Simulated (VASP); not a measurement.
VASP runs on LiH (rock salt) share one base input (PBE GGA, plane waves, VASP's PBE PAW potentials (set 64)) and change the settings named in each case.

POSCAR:
```
LiH
4.080
  0.0000000000   0.5000000000   0.5000000000
  0.5000000000   0.0000000000   0.5000000000
  0.5000000000   0.5000000000   0.0000000000
Li H
1 1
Direct
  0.0000000000   0.0000000000   0.0000000000
  0.5000000000   0.5000000000   0.5000000000
```

### KPOINTS
```
Automatic mesh
0
Gamma
10 10 10
0 0 0
```

**INCAR**
```
SYSTEM = LiH
PREC = Accurate
ENCUT = 520
EDIFF = 1E-6
NELM = 100
ALGO = Normal
LREAL = .FALSE.
LASPH = .TRUE.
ISMEAR = 0
SIGMA = 0.05
GGA = PE
LWAVE = .FALSE.
LCHARG = .FALSE.
ISIF = 2
```

POTCAR, in this order: Li_sv H (PBE.64 set). Program: vasp_std.

```csv
change,E(σ→0) (eV/atom),irreducible k-points
base run,-3.0609,47
"KGAMMA = .FALSE., KSPACING = 0.2, KPOINTS file removed",-3.0609,280
"KGAMMA = .TRUE., KSPACING = 0.8, KPOINTS file removed",-3.0547,8
"KGAMMA = .TRUE., KSPACING = 0.4, KPOINTS file removed",-3.0609,20
"KGAMMA = .TRUE., KSPACING = 0.6, KPOINTS file removed",-3.0611,10
"KGAMMA = .TRUE., KSPACING = 0.25, KPOINTS file removed",-3.0609,56
```

Left out are runs that ran out of time, are held back, or changed the cell or the kind of run, fixed moments of cells without a moment, rows past the twelfth, gaps on odd meshes, pressures of charged cells and columns that move by less than the noise.

The compound is LiH in the rock salt structure. The cell was not relaxed at this level.
